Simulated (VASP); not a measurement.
Output of a VASP run:

### OSZICAR
```
...
DAV:   3    -0.675451437369E+01   -0.46269E+01   -0.45683E+01  6189   0.730E+01
DAV:   4    -0.680318862961E+01   -0.48674E-01   -0.48651E-01  5749   0.636E+00
DAV:   5    -0.680465429281E+01   -0.14657E-02   -0.14656E-02  7565   0.122E+00    0.113E+01
DAV:   6    -0.634392434577E+01    0.46073E+00   -0.72487E+00  5181   0.788E+01    0.541E+00
DAV:   7    -0.602149652526E+01    0.32243E+00   -0.29233E+00  6161   0.844E+01    0.575E+00
DAV:   8    -0.596559145237E+01    0.55905E-01   -0.26380E-01  6694   0.136E+01    0.271E+00
DAV:   9    -0.595967885103E+01    0.59126E-02   -0.19902E-02  7794   0.326E+00    0.115E-01
DAV:  10    -0.595944648366E+01    0.23237E-03   -0.23308E-03  6400   0.657E-01    0.761E-02
DAV:  11    -0.595945414669E+01   -0.76630E-05   -0.63104E-05  5885   0.853E-02    0.434E-02
DAV:  12    -0.595944885012E+01    0.52966E-05   -0.52038E-06  7350   0.794E-02    0.421E-03
DAV:  13    -0.595944857277E+01    0.27736E-06   -0.59896E-07  6707   0.181E-02    0.134E-03
DAV:  14    -0.595944864993E+01   -0.77163E-07   -0.10852E-07  3250   0.117E-02
   1 F= -.59594486E+01 E0= -.59594993E+01  d E =-.595945E+01
       N       E                     dE             d eps       ncg     rms          rms(c)
DAV:   1    -0.595990053555E+01   -0.45196E-03   -0.18445E-02  5558   0.130E+00    0.125E-01
DAV:   2    -0.595967525866E+01    0.22528E-03   -0.33865E-04  7459   0.500E-01    0.752E-02
DAV:   3    -0.595959735617E+01    0.77902E-04   -0.35250E-04  6288   0.639E-01    0.546E-02
DAV:   4    -0.595955291218E+01    0.44444E-04   -0.18250E-04  6446   0.452E-01    0.921E-03
DAV:   5    -0.595955336869E+01   -0.45651E-06   -0.63413E-06  5640   0.276E-02    0.610E-03
DAV:   6    -0.595955338703E+01   -0.18335E-07   -0.56353E-07  5976   0.195E-02
   2 F= -.59595534E+01 E0= -.59595997E+01  d E =-.104737E-03
       N       E                     dE             d eps       ncg     rms          rms(c)
DAV:   1    -0.596269773262E+01   -0.31444E-02   -0.16567E-01  5586   0.390E+00    0.375E-01
DAV:   2    -0.596065941238E+01    0.20383E-02   -0.30504E-03  7407   0.149E+00    0.225E-01
DAV:   3    -0.595996036556E+01    0.69905E-03   -0.31286E-03  6275   0.191E+00    0.163E-01
DAV:   4    -0.595956202057E+01    0.39834E-03   -0.16370E-03  6424   0.135E+00    0.275E-02
DAV:   5    -0.595956599563E+01   -0.39751E-05   -0.56378E-05  5696   0.849E-02    0.182E-02
DAV:   6    -0.595956612252E+01   -0.12689E-06   -0.51334E-06  7491   0.575E-02    0.412E-03
DAV:   7    -0.595956593077E+01    0.19175E-06   -0.13288E-06  6533   0.384E-02    0.949E-04
DAV:   8    -0.595956592809E+01    0.26766E-08   -0.25579E-08  2842   0.231E-03
   3 F= -.59595659E+01 E0= -.59595923E+01  d E =-.117278E-03
       N       E                     dE             d eps       ncg     rms          rms(c)
DAV:   1    -0.596024731163E+01   -0.68138E-03   -0.33647E-02  5579   0.176E+00    0.169E-01
DAV:   2    -0.595983689262E+01    0.41042E-03   -0.63295E-04  7440   0.697E-01    0.102E-01
DAV:   3    -0.595969882133E+01    0.13807E-03   -0.65510E-04  6176   0.869E-01    0.742E-02
DAV:   4    -0.595961441168E+01    0.84410E-04   -0.33148E-04  6504   0.613E-01    0.124E-02
DAV:   5    -0.595961527131E+01   -0.85963E-06   -0.11726E-05  5367   0.363E-02    0.822E-03
DAV:   6    -0.595961528382E+01   -0.12504E-07   -0.10534E-06  6733   0.266E-02    0.194E-03
DAV:   7    -0.595961521356E+01    0.70262E-07   -0.25415E-07  3255   0.179E-02
   4 F= -.59596152E+01 E0= -.59596548E+01  d E =-.166564E-03
```

File OUTCAR:
```
------------------------ aborting loop because EDIFF is reached ----------------------------------------
  FORCE on cell =-STRESS in cart. coord.  units (eV):
  Direction    XX          YY          ZZ          XY          YZ          ZX
  --------------------------------------------------------------------------------------
  Total        1.6425059      1.6425059      1.6396756      0.0000000      0.0000000      0.0000000
  in kB       90.4143875     90.4143875     90.2585886      0.0000000      0.0000000      0.0000000
  external PRESSURE =      90.3624545 kB  Pullay stress =       0.0000000 kB
  volume of cell :       29.11
      direct lattice vectors                 reciprocal lattice vectors
     2.804209572  0.000000000  0.000000000     0.356606728  0.000000000  0.000000000
     0.000000000  2.804209572  0.000000000     0.000000000  0.356606728  0.000000000
     0.000000000  0.000000000  3.701340553     0.000000000  0.000000000  0.270172384
 POSITION                                       TOTAL-FORCE (eV/Angst)
 -----------------------------------------------------------------------------------
      0.00000      0.00000      0.00000         0.000000      0.000000      0.000000
      1.40210      1.40210      1.85067         0.000000      0.000000      0.000000
 -----------------------------------------------------------------------------------
    total drift:                                0.000000      0.000000     -0.000000
  FREE ENERGIE OF THE ION-ELECTRON SYSTEM (eV)
  ---------------------------------------------------
  free  energy   TOTEN  =        -5.9596152136 eV

  energy  without entropy=       -5.9597341068  energy(sigma->0) =       -5.95965484

 reached required accuracy - stopping structural energy minimisation
```
(Selected blocks of OUTCAR.)

POSCAR:
```
CuAu
1
    2.8095683522     0.0000000000     0.0000000000
    0.0000000000     2.8095683522     0.0000000000
    0.0000000000     0.0000000000     3.6872346466
Cu Au
1 1
Direct
  0.0000000000   0.0000000000   0.0000000000
  0.5000000000   0.5000000000   0.5000000000
```

Task: Reconstruct the remaining input files.

Result: This is not unique; one that fits is the input of the run itself, RPBE GGA, plane waves, VASP's PBE PAW potentials (set 64).

**INCAR**
```
# general
SYSTEM =CuAu
PREC   =Accurate
ENCUT  =520   # plane-wave cut-off (eV)
LREAL  =.FALSE.
LASPH  =.TRUE.   # aspherical one-centre terms

# electronic loop
EDIFF  =1E-7   # SCF stop (eV)
NELM   =100   # most electronic steps
ALGO   =Normal   # blocked Davidson
LMAXMIX=6   # l cut-off of mixed one-centre charges

# smearing
ISMEAR =1   # Methfessel-Paxton
SIGMA  =0.1

# functional
GGA    =RP   # RPBE

# ions
IBRION =2   # conjugate gradients
NSW    =30   # most ionic steps
ISIF   =4   # ions and shape, fixed volume
EDIFFG =-0.01

# output
LWAVE  =.FALSE.
LCHARG =.FALSE.
```

**KPOINTS**
```
Regular mesh
0
Gamma
 13 13 10
0 0 0
```

POTCAR, in this order: Cu Au (PBE.64 set). Program: vasp_std.

The compound is CuAu in the L1_0 structure. This cell is one point of a volume scan, at 0.94 of the reference volume. Symmetry was kept, so distortions that lower it aren't found.
